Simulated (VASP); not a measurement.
Here is a VASP 6.6.1 calculation.

Contents of INCAR:

```
PREC     = Accurate       # precision mode
ENCUT    = 600            # plane-wave cutoff, eV
EDIFF    = 1E-7           # SCF threshold, eV
ISMEAR   = 0              # smearing method
SIGMA    = 0.1            # smearing width, eV
LREAL    = False          # projectors in reciprocal space
LASPH    = True           # aspherical terms in the spheres
NELM     = 80             # most SCF steps
ALGO     = Normal         # electronic algorithm
ISIF     = 3              # what is computed and relaxed
LWAVE    = False          # write WAVECAR
LCHARG   = False          # write CHGCAR
METAGGA  = R2SCAN         # meta-GGA
LMIXTAU  = True         
LUSE_VDW = True         
IVDW_NL  = 2            
BPARAM   = 11.95        
CPARAM   = 0.0093       
IBRION   = 2              # ionic algorithm
NSW      = 90             # ionic steps
EDIFFG   = -0.005         # ionic threshold
```

KPOINTS

```
Automatic mesh
0
Gamma
  8 8 8
```

File POSCAR:

```
LaB6
1.0
    4.1526084300      0.0000000000      0.0000000000
    0.0000000000      4.1526084300      0.0000000000
    0.0000000000      0.0000000000      4.1526084300
La B
1 6
Direct
    0.0000000000      0.0000000000      0.0000000000
    0.8001218200      0.5000000000      0.5000000000
    0.1998781800      0.5000000000      0.5000000000
    0.5000000000      0.5000000000      0.8001218200
    0.5000000000      0.5000000000      0.1998781800
    0.5000000000      0.1998781800      0.5000000000
    0.5000000000      0.8001218200      0.5000000000
```

Potentials or basis: VASP PAW PBE potentials, release 64 (La, B).

Launch:

```sh
$ cat potpaw_PBE.64/La/POTCAR potpaw_PBE.64/B/POTCAR > POTCAR
$ mpirun -np 1 vasp_std > vasp.out
```

**Question.** Estimate the band gap on the k mesh.

**Answer.** None (metal or under the smearing width).

**Question.** Estimate the relaxed cell.

**Answer.** a = 4.147 Å, b = 4.147 Å, c = 4.147 Å, α = 90.00°, β = 90.00°, γ = 90.00°.

Step by step:
```
step  energy change (eV)  largest force (eV/Å)  pressure (GPa)  volume (Å³)
   1              0.0000                0.0075           -0.69        71.61
   2             -0.0004                0.0078            0.47        71.15
   3             -0.0006                0.0078            0.04        71.32
   4             -0.0006                0.0077            0.01        71.33
   5             -0.0006                0.0078           -0.01        71.34
   6             -0.0006                0.0143           -0.02        71.34
   7             -0.0006                0.0001           -0.01        71.34
```

Caveat: the PAW data sets were made with another functional, which shifts forces and pressure a little; pairwise dispersion overbinds metals, which lowers pressure and volume. The run has no spin-orbit coupling, so splittings on La are missing.
